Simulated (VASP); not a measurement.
Level of theory: revPBE GGA, VASP's PBE PAW potentials (set 64) (plane waves; VASP).

The input files of a VASP run:

File POSCAR:
```
Ru
8.6081450
  0.1586604747  -0.2748080219   0.0000000000
  0.1586604747   0.2748080219   0.0000000000
  0.0000000000   0.0000000000   0.5000000239
Ru
2
Cartesian
  0.1586604747   0.0916028572   0.1250000060
  0.1586604747  -0.0916028572   0.3750000179
```

### KPOINTS
```
Automatic mesh
0
Gamma
17 17 10
0 0 0
```

INCAR:
```
# general
SYSTEM  = Ru
PREC    = Accurate
ENCUT   = 520   # plane-wave cut-off (eV)
LREAL   = .False.
LASPH   = .True.   # aspherical one-centre terms

# electronic loop
EDIFF   = 1E-7
NELM    = 100
ALGO    = Normal   # blocked Davidson
LMAXMIX = 4   # l cut-off of mixed one-centre charges

# smearing
ISMEAR  = -5   # tetrahedra, Bloechl

# functional
GGA     = RE   # revPBE

# ions
ISIF    = 2

# output
LWAVE   = .False.
LCHARG  = .True.
LORBIT  = 11   # lm-projected
NEDOS   = 601
```

POTCAR, in this order: Ru_pv (PBE.64 set). Program: vasp_std.

The run wrote:

OUTCAR:
```
 ion  position               nearest neighbor table
   1  0.333  0.667  0.250-   2 2.67   2 2.67   2 2.67   2 2.67   2 2.67   2 2.67
   2  0.667  0.333  0.750-   1 2.67   1 2.67   1 2.67   1 2.67   1 2.67   1 2.67
  LATTYP: Found a hexagonal cell.
 ALAT       =     2.7315448825
 C/A-ratio  =     1.5756917388
 Subroutine PRICEL returns:
 Original cell was already a primitive cell.
 Subroutine GETGRP returns: Found 24 space group operations
The static configuration has the point symmetry D_3d.
 The point group associated with its full space group is D_6h.
The dynamic configuration has the point symmetry D_3d.
 Subroutine INISYM returns: Found 24 space group operations
 Subroutine IBZKPT returns following result:
 Found    198 irreducible k-points:

 Following reciprocal coordinates:
            Coordinates               Weight
  0.000000  0.000000  0.000000      1.000000
  0.058824 -0.000000  0.000000      6.000000
  0.117647 -0.000000  0.000000      6.000000
  0.176471 -0.000000  0.000000      6.000000
  0.235294 -0.000000  0.000000      6.000000
  0.294118 -0.000000  0.000000      6.000000
  0.352941  0.000000  0.000000      6.000000
...
```

**OSZICAR**
```
       N       E                     dE             d eps       ncg     rms          rms(c)
DAV:   1     0.286703163680E+03    0.28670E+03   -0.18140E+04  7128   0.172E+03
DAV:   2    -0.119262898090E+02   -0.29863E+03   -0.29320E+03  7526   0.494E+02
DAV:   3    -0.186647623822E+02   -0.67385E+01   -0.65683E+01  7514   0.790E+01
DAV:   4    -0.187318119839E+02   -0.67050E-01   -0.66998E-01  8592   0.710E+00
DAV:   5    -0.187329209519E+02   -0.11090E-02   -0.11108E-02  7758   0.835E-01    0.163E+01
DAV:   6    -0.175295675738E+02    0.12034E+01   -0.33400E+00  7182   0.191E+01    0.424E+00
DAV:   7    -0.174539404198E+02    0.75627E-01   -0.25526E-01  7290   0.480E+00    0.105E+00
DAV:   8    -0.174470011679E+02    0.69393E-02   -0.69095E-03  7548   0.965E-01    0.174E-01
DAV:   9    -0.174470974788E+02   -0.96311E-04   -0.51398E-04  9660   0.236E-01    0.583E-02
DAV:  10    -0.174471039078E+02   -0.64290E-05   -0.22995E-05  7620   0.511E-02    0.179E-02
DAV:  11    -0.174471104154E+02   -0.65077E-05   -0.17064E-06  7706   0.134E-02    0.378E-03
DAV:  12    -0.174471098611E+02    0.55430E-06   -0.71139E-08  4234   0.269E-03    0.571E-04
DAV:  13    -0.174471098110E+02    0.50192E-07   -0.10802E-08  3624   0.942E-04
   1 F= -.17447110E+02 E0= -.17447110E+02  d E =0.000000E+00
```

### OUTCAR
```
------------------------ aborting loop because EDIFF is reached ----------------------------------------
  FORCE on cell =-STRESS in cart. coord.  units (eV):
  Direction    XX          YY          ZZ          XY          YZ          ZX
  --------------------------------------------------------------------------------------
  Total       -0.0254179     -0.0254179      0.0292361      0.0000000      0.0000000      0.0000000
  in kB       -1.4642762     -1.4642764      1.6842388      0.0000000      0.0000000      0.0000000
  external PRESSURE =      -0.4147713 kB  Pullay stress =       0.0000000 kB
  volume of cell :       27.81
      direct lattice vectors                 reciprocal lattice vectors
     1.365772372 -2.365587300  0.000000000     0.366093216 -0.211364003  0.000000000
     1.365772372  2.365587300  0.000000000     0.366093216  0.211364003  0.000000000
     0.000000000  0.000000000  4.304072706     0.000000000  0.000000000  0.232338083
 POSITION                                       TOTAL-FORCE (eV/Angst)
 -----------------------------------------------------------------------------------
      1.36577      0.78853      1.07602        -0.000000      0.000000      0.000000
      1.36577     -0.78853      3.22805         0.000000      0.000000      0.000000
 -----------------------------------------------------------------------------------
    total drift:                               -0.000000      0.000519     -0.000046
  FREE ENERGIE OF THE ION-ELECTRON SYSTEM (eV)
  ---------------------------------------------------
  free  energy   TOTEN  =       -17.4471098110 eV

  energy  without entropy=      -17.4471098110  energy(sigma->0) =      -17.44710981

 total charge

# of ion       s       p       d       tot
------------------------------------------
    1        0.398   6.299   5.924  12.621
    2        0.398   6.299   5.924  12.621
--------------------------------------------------
tot          0.795  12.597  11.848  25.241
```
(Selected blocks of OUTCAR.)

For a metal the tetrahedron method with Blöchl corrections gives inexact stress and forces.

The compound is Ru in the hcp structure. It was relaxed first.
